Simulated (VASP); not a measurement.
Consider the following.

```
CELL_PARAMETERS angstrom
     -1.49397     1.49397     1.49397
      1.49397    -1.49397     1.49397
      1.49397     1.49397    -1.49397
ATOMIC_POSITIONS crystal
  V  0.00000 0.00000 0.00000
```

The numbers are results of PBE GGA, VASP's PBE PAW potentials (set 64) (plane waves; VASP), not measurements. Numerical set-up: 480 eV cut-off, 16×16×16 Γ-centred mesh, first-order Methfessel-Paxton smearing of 0.10 eV, potentials V_sv.

Energy and stress use the plane-wave basis of the starting cell.

The ions, cell shape and volume at an external pressure of 10.0 GPa are relaxed. Give the cell that the relaxation ends in.

```
CELL_PARAMETERS angstrom
     -1.47356     1.47356     1.47356
      1.47356    -1.47356     1.47356
      1.47356     1.47356    -1.47356
ATOMIC_POSITIONS crystal
  V  0.00000 0.00000 0.00000
```
Space group Im-3m (229), at a tolerance of 0.03 Å.

How do energy and volume change from the first to the last step?

The energy (σ→0) changes by +19.1 meV/atom and the volume by -4.0 %, in 4 ionic steps.

The compound is V in the bcc structure. This run relaxes it under an external pressure of 10 GPa. Symmetry was kept, so distortions that lower it aren't found. The run is not spin-polarised, so no magnetic state was tried.
